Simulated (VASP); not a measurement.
Input of a VASP 6.6.1 run:

Contents of INCAR:

```
SYSTEM = Zr
PREC = Accurate ; ENCUT = 600
EDIFF = 1E-7 ; ISMEAR = 1
SIGMA = 0.1 ; LREAL = .FALSE.
LASPH = .TRUE. ; NELM = 80
ALGO = Normal ; ISIF = 4
LWAVE = .FALSE. ; LCHARG = .FALSE.
GGA = PE ; IVDW = 12
IBRION = 2 ; NSW = 40
EDIFFG = -0.01
```

Contents of KPOINTS:

```
regular mesh
0
G
  15 15 7
  0 0 0
```

Contents of POSCAR:

```
Zr                                      
1.0
    3.1203337532     -0.0000000000      0.0000000000
   -1.5601668767      2.7022882986     -0.0000000000
    0.0000000000      0.0000000000      5.0061270063
  Zr            
     2
Direct
     0.3333333332999970    0.6666666667000030    0.2500000000000000
     0.6666666667000030    0.3333333332999970    0.7500000000000000
```

Potentials or basis: VASP PAW PBE potentials, release 64 (Zr_sv).

Launch:

```sh
$ cat potpaw_PBE.64/Zr_sv/POTCAR > POTCAR
$ mpirun -np 1 vasp_std > vasp.out
```

**Question.** Estimate the energy gained by relaxing.

**Answer.** 0.2 meV/atom.

**Question.** Estimate the band gap on the k mesh.

**Answer.** None (metal or under the smearing width).

**Question.** Predict the dispersion energy per atom.

**Answer.** -0.585 eV.

Final structure:
```cif
data_structure
_symmetry_space_group_name_H-M 'P 1'
_symmetry_Int_Tables_number 1
_cell_length_a 3.1127
_cell_length_b 3.1127
_cell_length_c 5.0309
_cell_angle_alpha 90.000
_cell_angle_beta 90.000
_cell_angle_gamma 120.000
_cell_volume 42.21
loop_
_atom_site_label
_atom_site_type_symbol
_atom_site_fract_x
_atom_site_fract_y
_atom_site_fract_z
_atom_site_occupancy
Zr1 Zr 0.33333 0.66667 0.25000 1
Zr2 Zr 0.66667 0.33333 0.75000 1
```
